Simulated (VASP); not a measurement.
OSZICAR of a VASP run on Eu (bcc):

File OSZICAR:
```
       N       E                     dE             d eps       ncg     rms          rms(c)
DAV:   1    -0.137158268091E+02   -0.13716E+02   -0.40371E+03  1352   0.872E+02
DAV:   2    -0.270506795300E+02   -0.13335E+02   -0.13305E+02  1784   0.115E+02
DAV:   3    -0.273303662443E+02   -0.27969E+00   -0.27076E+00  1976   0.131E+01
DAV:   4    -0.273345172755E+02   -0.41510E-02   -0.40179E-02  1968   0.151E+00
DAV:   5    -0.273345284690E+02   -0.11194E-04   -0.10542E-04  2056   0.933E-02    0.850E+00
DAV:   6    -0.267540194453E+02    0.58051E+00   -0.39379E-01  1864   0.714E+00    0.453E+00
DAV:   7    -0.269153443759E+02   -0.16132E+00   -0.12515E-01  1984   0.425E+00    0.744E-01
DAV:   8    -0.268057082937E+02    0.10964E+00   -0.84088E-02  2016   0.344E+00    0.918E-02
DAV:   9    -0.269025558626E+02   -0.96848E-01   -0.21681E-02  1352   0.182E+00    0.722E-02
DAV:  10    -0.269071002090E+02   -0.45443E-02   -0.35787E-04  2440   0.218E-01    0.779E-02
DAV:  11    -0.268754367805E+02    0.31663E-01   -0.65262E-03  1344   0.939E-01    0.478E-02
DAV:  12    -0.268870244378E+02   -0.11588E-01   -0.22681E-03  1344   0.505E-01    0.732E-02
DAV:  13    -0.268743815051E+02    0.12643E-01   -0.42264E-03  1344   0.660E-01    0.775E-02
DAV:  14    -0.268743897587E+02   -0.82536E-05   -0.92420E-05  2512   0.104E-01    0.679E-02
DAV:  15    -0.268743999425E+02   -0.10184E-04   -0.82047E-06  1344   0.318E-02    0.661E-02
DAV:  16    -0.268744111265E+02   -0.11184E-04   -0.77458E-06  2504   0.308E-02    0.521E-02
DAV:  17    -0.268744084947E+02    0.26319E-05   -0.27912E-06  2104   0.202E-02    0.341E-02
DAV:  18    -0.268744147825E+02   -0.62878E-05   -0.24887E-06  2200   0.173E-02    0.162E-02
DAV:  19    -0.268744162955E+02   -0.15130E-05   -0.67844E-07  2264   0.859E-03    0.655E-03
DAV:  20    -0.268744164885E+02   -0.19300E-06   -0.35194E-07  1976   0.788E-03    0.286E-03
DAV:  21    -0.268744171869E+02   -0.69843E-06   -0.19547E-07  1944   0.490E-03    0.599E-04
DAV:  22    -0.268744168484E+02    0.33856E-06   -0.97413E-08  1352   0.411E-03    0.463E-04
DAV:  23    -0.268744170088E+02   -0.16048E-06   -0.17298E-08   720   0.152E-03    0.259E-04
DAV:  24    -0.268744169785E+02    0.30307E-07   -0.15824E-09   680   0.656E-04
   1 F= -.26874417E+02 E0= -.26874417E+02  d E =0.000000E+00
       N       E                     dE             ncg
```

**Question.** Which electronic solver shows in the log?

**Answer.** It is blocked Davidson (ALGO = Normal, or the opening steps of other solvers). The INCAR had ALGO = Normal.

**Question.** Can the final energy be trusted as converged?

**Answer.** Self-consistency was reached. It stopped with EDIFF = 1E-7, NELM = 100 (r2SCAN+rVV10, plane waves, VASP's PBE PAW potentials (set 64)). The 4f electrons are frozen in the core of the lanthanide potential, so 4f levels, which can set the real gap, and their magnetism are missing.

The compound is Eu in the bcc structure. It was relaxed first, which changed the volume by -12 %.
